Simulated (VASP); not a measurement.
Calculation: PBEsol GGA, VASP's PBE PAW potentials (set 64) (plane waves; VASP).

Input for VASP

File POSCAR:
```
KBr
1
    0.0000000000     2.7514035218     2.7514035218
    2.7514035218     0.0000000000     2.7514035218
    2.7514035218     2.7514035218     0.0000000000
K Br
1 1
Direct
  0.0000000000   0.0000000000   0.0000000000
  0.5000000000   0.5000000000   0.5000000000
```

**KPOINTS**
```
Regular mesh
0
G
  8 8 8
0 0 0
```

**INCAR**
```
ALGO = Normal
EDIFF = 1E-6
EDIFFG = -0.02
ENCUT = 500
GGA = PS
IBRION = 2
ISIF = 3
ISMEAR = 0
LASPH = .TRUE.
LCHARG = .FALSE.
LMAXMIX = 4
LREAL = .FALSE.
LWAVE = .FALSE.
NELM = 100
NSW = 40
PREC = Accurate
PSTRESS = 450
SIGMA = 0.05
SYSTEM = KBr
```

POTCAR, in this order: K_sv Br (PBE.64 set). Program: vasp_std.

What will the output report for the number of irreducible k-points (NKPTS), largest plane-wave count, number of space-group operations, FFT grid (NGX, NGY, NGZ)?

```
Property                                      Result
--------------------------------------  ------------
number of irreducible k-points (NKPTS)            29
largest plane-wave count                        1067
number of space-group operations                  48
FFT grid (NGX, NGY, NGZ)                28 × 28 × 28
```

The compound is KBr in the rock salt structure. This run relaxes it under an external pressure of 45 GPa. Symmetry was kept, so distortions that lower it aren't found.
